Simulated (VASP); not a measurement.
The system is Be3CdTe4.

```xyz
8
Lattice="2.0150 1.1634 13.1667 -2.0150 1.1634 13.1667 0.0000 -2.3267 13.1667" Properties=species:S:1:pos:R:3 pbc="T T T"
Be    0.0000    0.0000    9.8750
Be    0.0000    0.0000   19.7500
Be    0.0000    0.0000   29.6250
Cd    0.0000    0.0000    0.0000
Te    0.0000    0.0000   36.8535
Te    0.0000    0.0000    7.4063
Te    0.0000    0.0000   27.1563
Te    0.0000    0.0000   17.2813
```

The cell was built by a generator and needn't be a form met in nature.

* Program: VASP 6.6.1
* Task: relaxation of cell and atoms
* Functional: PBE
* Potentials or basis: VASP PAW PBE potentials, release 64 (Be, Cd, Te)
* Cutoff: 520 eV
* k mesh: 4 × 4 × 4
* Occupations: gaussian, width 0.15 eV
* Spin: no spin polarisation

At the start: pressure 10.1 GPa; volume 23.15 Å³/atom.

How do energy, volume and symmetry change on relaxing?

Over 11 steps the energy falls by 187.5 meV/atom and the volume is 25.88 Å³/atom (+11.8 %); space group R3m (No. 160, to 0.05 Å).

The path:
| step | energy change (eV) | largest force (eV/Å) | pressure (GPa) | volume (Å³) |
| --- | --- | --- | --- | --- |
| 1 | 0.0000 | 3.6185 | 10.10 | 185.19 |
| 2 | -1.0224 | 0.5797 | -3.14 | 227.02 |
| 3 | -1.1451 | 1.0514 | -0.78 | 214.82 |
| 4 | -1.2571 | 0.6829 | -0.58 | 212.92 |
| 5 | -1.3863 | 0.7851 | 0.16 | 207.46 |
| 6 | -1.4653 | 0.3967 | 0.09 | 206.76 |
| 7 | -1.4831 | 0.2927 | 0.12 | 206.19 |
| 8 | -1.4974 | 0.1585 | 0.01 | 207.12 |
| 9 | -1.4975 | 0.1611 | -0.01 | 207.09 |
| 10 | -1.4975 | 0.1599 | -0.03 | 207.03 |
| 11 | -1.5000 | 0.0518 | 0.04 | 207.04 |

Final structure:
```
CELL_PARAMETERS angstrom
2.07984 1.20080 13.81636
-2.07984 1.20080 13.81636
0.00000 -2.40159 13.81636
ATOMIC_POSITIONS crystal
Be 0.24389 0.24389 0.24389
Be 0.49930 0.49930 0.49930
Be 0.75521 0.75521 0.75521
Cd 0.99677 0.99677 0.99677
Te 0.92879 0.92879 0.92879
Te 0.18464 0.18464 0.18464
Te 0.69647 0.69647 0.69647
Te 0.44043 0.44043 0.44043
```

Caveat: the k mesh is coarse (spacing up to 0.45 Å⁻¹), so the values aren't converged.
